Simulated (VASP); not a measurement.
Given:

```
CELL_PARAMETERS angstrom
      4.48742     0.00000     0.00000
     -2.24371     3.88622     0.00000
      0.00000     0.00000     9.87033
ATOMIC_POSITIONS crystal
  Hg 0.24155 0.00000 0.66667
  Hg 0.00000 0.24155 0.33333
  Hg 0.75845 0.75845 0.00000
  S  0.54349 0.00000 0.16667
  S  0.00000 0.54349 0.83333
  S  0.45651 0.45651 0.50000
```

Method: PBE GGA, VASP's PBE PAW potentials (set 64) (plane waves; VASP). Settings: 300 eV cut-off, 5×5×2 Γ-centred mesh, Fermi-Dirac smearing of 0.020 eV, potentials Hg S.

Problem. What does the run give for the energy per atom (σ→0), pressure?

Solution. 
```yaml
energy per atom (σ→0): -2.272 eV/atom
pressure: -2.24 GPa
```

The structure comes from a computed database's HgS entry, a phase known from measurement. The cell was not relaxed at this level.
